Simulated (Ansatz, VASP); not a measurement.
# Cross-check of AlSi23O48 ([AlO4]0 centre in alpha-quartz) between VASP and Ansatz, part 2 of 3

Aim: how closely do two programs agree when they are given the same cell, functional and k mesh? Of the first pair: The structure shown is the start of the Ansatz relaxation below; VASP solves that cell, so the two are compared at the walk's first step.

VASP 6.6.1 and Ansatz 0.2.0.

So far: Set-up; Ansatz: relaxation, PBE.

## (3) VASP: single point, PBE, start cell, pair 1

Level of this step: PBE, spin-polarised from a ferromagnetic start; plane waves and PAW (Si, O, Al) (VASP).

The same cell, functional, mesh and smearing now go to VASP, with its own data sets.

Lines of VASP's logs that name or quote its potential files are left out, and so is its time.

File INCAR:

```
SYSTEM = AlSi23O48
PREC = Accurate
ENCUT = 520
EDIFF = 1E-06
NELM = 200
ISMEAR = -1
SIGMA = 0.01
LREAL = Auto
ALGO = Normal
GGA = PE
NBANDS = 248
ISPIN = 2
MAGMOM = -0 -0 -0 -0 -0 -0 0 0 -0 0 -0 0 -0 -0 0 -0 -0 -0 -0 0 -0 -0 -0 0.14 0.03 0 0 0 0.11 0 0 0.11 0.14 0.03 0 0.03 0.02 0 0 0.01 0.01 0 0 0 0 0 0 0 0 0 0.01 0.01 0 0 0.01 0.01 0.02 0.02 0.01 0 0 0 0 0 0 0 0 0 0 0 0 -0
LORBIT = 11
LWAVE = .FALSE.
LCHARG = .FALSE.
ISIF = 2
ISYM = 0
NUPDOWN = 1
LASPH = .TRUE.
GGA_COMPAT = .FALSE.
NCORE = 2
```

File POSCAR:

```
AlSi23O48
1.0
    9.8327200529      0.0000000000      0.0000000000
   -4.9163600265      8.5153853541      0.0000000000
    0.0000000000      0.0000000000     10.8168000000
Si O Al
23 48 1
Direct
    0.2335426407      0.9997417615      0.3327139265
    0.9992112522      0.2329240448      0.1660688004
    0.2663205426      0.2672947736      0.9995328563
    0.2329286260      0.0009966666      0.8332097293
    0.9999943262      0.2319983087      0.6663355151
    0.2331688559      0.5009411580      0.3338364396
    0.9998769390      0.7320690422      0.1661286147
    0.2662227459      0.7672419660      0.0003574994
    0.2320736262      0.5001773640      0.8335871977
    0.0000938597      0.7333055100      0.6675446528
    0.2667140687      0.7675912162      0.4993925190
    0.7324841182      0.0006684372      0.3331143222
    0.4992906900      0.2325013981      0.1673983988
    0.7665360909      0.2674085676      0.9993851231
    0.7337247442      0.0001389250      0.8339909215
    0.5008120622      0.2334096365      0.6660005732
    0.7665186491      0.2658857945      0.5001161157
    0.7320793426      0.4998080325      0.3327544191
    0.5010869994      0.7333537756      0.1669924562
    0.7661461176      0.7661170609      0.0003977147
    0.7337094276      0.4997065691      0.8336851934
    0.4993719708      0.7332977593      0.6671657052
    0.7665667225      0.7675755974      0.5004727831
    0.2046522668      0.1365043332      0.3904788847
    0.3629867218      0.0689495514      0.2234220842
    0.4314868664      0.2940741841      0.0570123327
    0.1359881520      0.2045788802      0.1105504401
    0.0670271808      0.3620742775      0.2774155018
    0.2943541510      0.4326060239      0.4438707381
    0.2062464182      0.1375296538      0.8895861068
    0.3628647326      0.0689852515      0.7230873271
    0.4319042585      0.2957193239      0.5559031322
    0.1271874104      0.2015770195      0.6186789993
    0.0676485397      0.3633733379      0.7763095370
    0.2954110728      0.4318323654      0.9443634901
    0.2040576516      0.6370647686      0.3896232712
    0.3634750614      0.5682853798      0.2222354116
    0.4309595339      0.7941048724      0.0560552104
    0.1364241683      0.7045227844      0.1095824088
    0.0669117790      0.8619712080      0.2771412987
    0.2941667266      0.9321793049      0.4430957400
    0.2057764944      0.6380628444      0.8902150359
    0.3622261314      0.5669123356      0.7234035944
    0.4328035486      0.7957190096      0.5557956142
    0.1374304193      0.7051128928      0.6094178500
    0.0686600660      0.8632911717      0.7762157015
    0.2938461376      0.9314516807      0.9440333555
    0.7061012815      0.1372904398      0.3900734043
    0.8630978242      0.0671003103      0.2228849567
    0.9315472190      0.2953099473      0.0557554915
    0.6366355461      0.2053344537      0.1095776015
    0.5677067281      0.3636544761      0.2773236077
    0.7953434249      0.4324925822      0.4428069300
    0.7051375662      0.1381414876      0.8895543969
    0.8622117569      0.0670290276      0.7225202463
    0.9311243962      0.2937985653      0.5563767473
    0.6382262355      0.2059255016      0.6101261926
    0.5684951894      0.3634080986      0.7761722506
    0.7954895898      0.4314369635      0.9435518823
    0.7054840897      0.6363524109      0.3897465054
    0.8617849120      0.5677437719      0.2231958620
    0.9322673729      0.7948201659      0.0554828600
    0.6363433999      0.7048315197      0.1096131943
    0.5674455446      0.8617835476      0.2766413357
    0.7960718372      0.9325026020      0.4436150248
    0.7039695495      0.6363599267      0.8895085423
    0.8624101838      0.5682533202      0.7237414023
    0.9311616958      0.7947870494      0.5569294061
    0.6368804820      0.7052588638      0.6094308853
    0.5670933727      0.8630735656      0.7767748317
    0.7947634330      0.9327513283      0.9430736447
    0.2748242713      0.2698997056      0.4926527254
```

File KPOINTS:

```
Points of the shifted mesh
1
Reciprocal
 0.2500000000  0.2500000000  0.2500000000 1
```

The projector-augmented-wave data sets are Si, O and Al (PBE family, release 64).

The run is started by

```sh
> mpirun -np 8 vasp_std
```

Numbers of over 12 decimals in the logs are rounded to 6 here.

Output:

```text
[banner, memory and clock lines left out]
running    8 mpi-ranks, on    1 nodes
[...]
LDA part: xc-table for (Slater+PW92), standard interpolation
 POSCAR, INCAR and KPOINTS ok, starting setup
[...]
entering main loop
       N       E                     dE             d eps       ncg     rms          rms(c)
DAV:   1     0.243177501880E+04    0.24318E+04   -0.20168E+05  1000   0.143E+03
DAV:   2    -0.442419946116E+03   -0.28742E+04   -0.28078E+04  1184   0.336E+02
DAV:   3    -0.634075630230E+03   -0.19166E+03   -0.19042E+03  1208   0.912E+01
DAV:   4    -0.637123484252E+03   -0.30479E+01   -0.30364E+01  1200   0.122E+01
[...]
DAV:  21    -0.563156208994E+03   -0.24486E-05   -0.29120E-05  1112   0.101E-02    0.177E-02
DAV:  22    -0.563156209647E+03   -0.65269E-06   -0.18645E-05  1024   0.742E-03    0.117E-02
DAV:  23    -0.563156210019E+03   -0.37238E-06   -0.24109E-06   824   0.463E-03
   1 F= -.56315621E+03 E0= -.56315524E+03  d E =-.193398E-02  mag=     1.0000
```

OUTCAR, selected parts (step 3):

```text
  Total       27.0876591     25.8376535     22.9230722     -2.2933907      3.2780194      0.1615862
  in kB       47.9187275     45.7074373     40.5514721     -4.0570639      5.7988960      0.2858500
  external PRESSURE =      44.7258790 kB  Pullay stress =       0.0000000 kB

 POSITION                                       TOTAL-FORCE (eV/Angst)
 -----------------------------------------------------------------------------------
     -2.61873      8.51319      3.59890        -1.194883      0.155765      0.313646
      8.67983      1.98344      1.79633         0.025165      0.066729      0.353048
      1.30454      2.27612     10.81175         0.286379     -0.280810      0.513514
      2.28542      0.00849      9.01266         0.319043     -0.237636     -0.094322
      8.69208      1.97556      7.20762        -3.517329      0.488653      1.252724
     -0.17012      4.26571      3.61104         0.314727     -0.516109      0.083015
      6.23240      6.23385      1.79698        -0.338174      0.120370      0.279942
     -1.15434      6.53336      0.00387         0.290275      0.090220     -0.093119
     -0.17714      4.25920      9.01675         0.303112      0.013314      0.149996
     -3.60427      6.24438      7.22070         0.051937     -0.159242     -0.635187
     -1.15123      6.53634      5.40183         0.329798      0.001372      0.156355
      7.19902      0.00569      3.60323         0.549660     -0.406945      0.093161
      3.76633      1.97984      1.81072         0.177597      0.471740     -0.248874
      6.22246      2.27709     10.81015         0.221807     -0.249769      0.327252
[...]
-----------------------------------------------------------------------------------
    total drift:                                0.014916      0.046491      0.003818

  FREE ENERGIE OF THE ION-ELECTRON SYSTEM (eV)
  ---------------------------------------------------
  free  energy   TOTEN  =      -563.1562100191 eV

  energy  without entropy=     -563.1542760386  energy(sigma->0) =     -563.15524303

 magnetization (x)
# of ion       s       p       d       tot
------------------------------------------
    1       -0.001  -0.001   0.000  -0.002
    2       -0.000  -0.000   0.000  -0.000
    3       -0.000  -0.000   0.000  -0.000
    4        0.000  -0.000   0.000  -0.000
    5       -0.002  -0.003   0.000  -0.005
    6       -0.001  -0.002   0.000  -0.003
    7       -0.000   0.000   0.000   0.000
    8       -0.000   0.000   0.000   0.000
    9       -0.000  -0.000   0.000  -0.000
   10       -0.000   0.000   0.000  -0.000
   11       -0.000  -0.000   0.000  -0.001
   12       -0.000  -0.000   0.000  -0.000
   13       -0.000  -0.000   0.000  -0.000
[...]
--------------------------------------------------
tot          0.006   0.816   0.000   0.822

[... 3 further parts left out ...]
[key lines of the parts left out:]
E-fermi :   1.2156
```

The run ends at a pressure of 4.47 GPa, with forces up to 5.6 eV/Å.

## (4) Differences

Known differences besides the potentials themselves: VASP starts from the moments at which Ansatz ended; the cutoff is 420 eV in Ansatz and 520 eV in VASP (PREC = Accurate, projectors in real space). Total energies have different zeros and are not compared.

Forces on 7 of the 72 atoms, those with the largest forces and the largest differences (eV/Å; atoms numbered as in POSCAR):

```csv
atom,"Ansatz x, y, z","VASP x, y, z"
Si1,"-1.182, 0.160, 0.317","-1.195, 0.156, 0.314"
Si5,"-3.486, 0.486, 1.242","-3.517, 0.489, 1.253"
O24,"0.399, -3.980, -3.808","0.392, -4.030, -3.862"
O29,"-1.991, 3.943, -1.830","-2.017, 4.000, -1.840"
O32,"4.859, 0.298, 2.669","4.926, 0.309, 2.697"
O33,"4.554, -0.297, -2.088","4.632, -0.294, -2.139"
Al72,"-2.926, -0.802, 3.427","-2.993, -0.803, 3.509"
```

The forces differ by 15 meV/Å r.m.s., which is 1.7 % of the r.m.s. force of 0.871 eV/Å (both taken over all components). Moments aren't recorded for both runs of this pair, so they may hold unlike magnetic states.

## (5) Ansatz: single point, PBE, pair 2

A single point gives forces, pressure and levels at one fixed geometry, so differences don't come from the geometry; what else differs is listed under the comparison.

The cell is taken from a series of runs on this material, whose earlier steps may have relaxed, scaled, displaced or heated it; both programs get it as it stands.

File input.yaml:

```yaml
crystal:
  lattice:
    - [9.83272005, 0.0, 0.0]
    - [-4.91636003, 8.51538535, 0.0]
    - [0.0, 0.0, 10.8168]
  atoms:
    - { symbol: Si, position: [0.229628643, -0.001164792, 0.330874113] }
    - { symbol: Si, position: [0.001441849, 0.233850007, 0.167367956] }
    - { symbol: Si, position: [0.269078373, 0.269431592, -0.000144538] }
    - { symbol: O, position: [0.20051122, 0.137048543, 0.380216435] }
    - { symbol: O, position: [0.360659892, 0.066182932, 0.220573773] }
    - { symbol: O, position: [0.433902442, 0.297674573, 0.057315841] }
    - { symbol: O, position: [0.139130981, 0.207607429, 0.110028265] }
    - { symbol: O, position: [0.06677325, 0.365563337, 0.276203994] }
    - { symbol: O, position: [0.299915174, 0.450793595, 0.443497466] }
    - { symbol: Si, position: [0.233974241, 0.001912383, 0.832361398] }
    - { symbol: Si, position: [-0.001054436, 0.230569707, 0.669145899] }
    - { symbol: Al, position: [0.274068601, 0.274235948, 0.500125864] }
    - { symbol: O, position: [0.2080052, 0.139867712, 0.889465731] }
    - { symbol: O, position: [0.365617579, 0.066835142, 0.723401495] }
    - { symbol: O, position: [0.4508668, 0.299825194, 0.555954693] }
    - { symbol: O, position: [0.137597786, 0.201576612, 0.6205766] }
    - { symbol: O, position: [0.065395524, 0.361467435, 0.779466863] }
    - { symbol: O, position: [0.296961466, 0.434235671, 0.94270337] }
    - { symbol: Si, position: [0.231006494, 0.506279554, 0.331763096] }
    - { symbol: Si, position: [-0.003044537, 0.727934059, 0.166191225] }
    - { symbol: Si, position: [0.265593891, 0.767322824, -0.00106175] }
    - { symbol: O, position: [0.200371187, 0.643832966, 0.38520456] }
    - { symbol: O, position: [0.357766093, 0.571647584, 0.218634629] }
    - { symbol: O, position: [0.432323448, 0.799109599, 0.054805068] }
    - { symbol: O, position: [0.134161644, 0.701245231, 0.108249636] }
    - { symbol: O, position: [0.066151351, 0.856552608, 0.277007162] }
    - { symbol: O, position: [0.294146489, 0.936149671, 0.443827945] }
    - { symbol: Si, position: [0.232246941, 0.500035738, 0.832782077] }
    - { symbol: Si, position: [-0.000305325, 0.73423279, 0.66699345] }
    - { symbol: Si, position: [0.265556786, 0.770100097, 0.49868192] }
    - { symbol: O, position: [0.205543216, 0.638157985, 0.888178912] }
    - { symbol: O, position: [0.35897535, 0.566122537, 0.720241112] }
    - { symbol: O, position: [0.430024756, 0.79565177, 0.55440146] }
    - { symbol: O, position: [0.136756967, 0.706855605, 0.609794897] }
    - { symbol: O, position: [0.068269547, 0.865531098, 0.77620723] }
    - { symbol: O, position: [0.29194556, 0.93208822, 0.944129549] }
    - { symbol: Si, position: [0.733863394, 1.5626e-05, 0.332918079] }
    - { symbol: Si, position: [0.499521288, 0.23276596, 0.167193021] }
    - { symbol: Si, position: [0.766652701, 0.265272509, 0.000906101] }
    - { symbol: O, position: [0.706766551, 0.137227539, 0.390109632] }
    - { symbol: O, position: [0.86493695, 0.068228108, 0.223513457] }
    - { symbol: O, position: [0.931527738, 0.292024258, 0.055730596] }
    - { symbol: O, position: [0.637386276, 0.205616341, 0.11167391] }
    - { symbol: O, position: [0.566308602, 0.359492609, 0.27962425] }
    - { symbol: O, position: [0.795723451, 0.430438239, 0.445604749] }
    - { symbol: Si, position: [0.727806329, -0.003159264, 0.833629275] }
    - { symbol: Si, position: [0.506376439, 0.231107098, 0.667796166] }
    - { symbol: Si, position: [0.770322539, 0.265946285, 0.501307698] }
    - { symbol: O, position: [0.700336437, 0.133361378, 0.892024859] }
    - { symbol: O, position: [0.856337949, 0.067051916, 0.722779945] }
    - { symbol: O, position: [0.936672402, 0.29463869, 0.555602668] }
    - { symbol: O, position: [0.644500106, 0.201058665, 0.615042393] }
    - { symbol: O, position: [0.570994373, 0.357956267, 0.780997503] }
    - { symbol: O, position: [0.798431626, 0.431836004, 0.944708001] }
    - { symbol: Si, position: [0.731971095, 0.49678202, 0.335302277] }
    - { symbol: Si, position: [0.499126316, 0.735691893, 0.164869522] }
    - { symbol: Si, position: [0.764931566, 0.764992505, -4.4666e-05] }
    - { symbol: O, position: [0.704886525, 0.63501657, 0.389906959] }
    - { symbol: O, position: [0.85975382, 0.563049199, 0.22295161] }
    - { symbol: O, position: [0.929111433, 0.79198472, 0.05721799] }
    - { symbol: O, position: [0.63433976, 0.704378997, 0.109615396] }
    - { symbol: O, position: [0.568387801, 0.864814655, 0.275531446] }
    - { symbol: O, position: [0.793615888, 0.929935871, 0.442843569] }
    - { symbol: Si, position: [0.735073302, 0.499141448, 0.834916067] }
    - { symbol: Si, position: [0.496416934, 0.731730649, 0.664558379] }
    - { symbol: Si, position: [0.764878898, 0.765110235, 0.499875027] }
    - { symbol: O, position: [0.703485959, 0.633949815, 0.890582443] }
    - { symbol: O, position: [0.864364538, 0.568882896, 0.724439944] }
    - { symbol: O, position: [0.929707672, 0.794090194, 0.557098881] }
    - { symbol: O, position: [0.634473718, 0.704517439, 0.609667614] }
    - { symbol: O, position: [0.563116862, 0.859464001, 0.776879889] }
    - { symbol: O, position: [0.792515479, 0.929200794, 0.942262489] }
basis:
  ecutwfc: 420
  xc_grid: 2
hamiltonian:
  xc: pbe
kpoints:
  mp_grid: { grid: [2, 2, 2], shift: [0.5, 0.5, 0.5] }
magnetization:
  spin_polarized: true
  initial_magnetization: 1
  spin_locking: { lock_magnetization: hard }
scf:
  occupations: { method: fermi_dirac, width: 0.01 }
  max_iter: 120
output:
  forces: true
  efg: {}
  eigenvalues: true
checkpoint:
  read: "../relax.run"
```

The run is started by

```sh
> ansatz run input.yaml --threads 2 --pin off --max-ram 3768MiB --backend cpu --events-out ev --progress --plain --runs-dir out
```

Output:

```text
[...]
Crystal: 72 atoms, lattice volume = 905.684 Å³
Basis set: ecut = 420 eV, 17821 PW (Γ), exchange–correlation on 144×144×150 points (8 copies of the dense FFT grid, shifted against one another)
Bands: 264, of which v1, the nominal top of the filled ones, is band 192 counted from 1 (191 counted from 0)
Symmetry: 1 space group operations
[...]
k-points: 4 of 8 (time reversal used)
[...]
SCF iter   9: F=—  HF=-42476.509675 eV  |F-HF|=—  |Δ(HF+E_count)|=   6.05e-8  Δρ=1.35e-6 (↑8.48e-7 ↓1.35e-6)  dr2=3.01e-8  dr2_m=3.68e-9  M=1.000 μB ∫|m|=1.097 μB  β_m=0.66  ethr=2.61e-11  ⟨swp⟩=4.9  Hψ=7066  notcnv=0
[...]
k-point 1 ↑: bands = [... 188 lower, 2.3986, 2.4203, 2.4536, 2.4789, 9.1960, 9.8832, 9.9081, 10.0700, ... 68 higher]
  k-point 2 ↑: bands = [... 188 lower, 2.4015, 2.4152, 2.4413, 2.4845, 8.7657, 9.7774, 10.1814, 10.6170, ... 68 higher]
  k-point 3 ↓: bands = [... 188 lower, 2.4332, 2.5585, 2.5811, 2.6936, 8.7789, 9.7744, 10.1640, 10.6467, ... 68 higher]
```

(Part 2 of 3 ends here.)

[Lines on the potential files, build, host, timing and source positions are cut from VASP's logs without a mark.]

[Logs are printed without paths, hosts, clocks, repeated set-up lines and the standing remarks that a program may print on its own settings, such as how far it seeks lower states.]

[Hosts, paths, dates, database ids (printed as entryN), source tags and the programs' standing remarks are cut or masked in the printed files.]
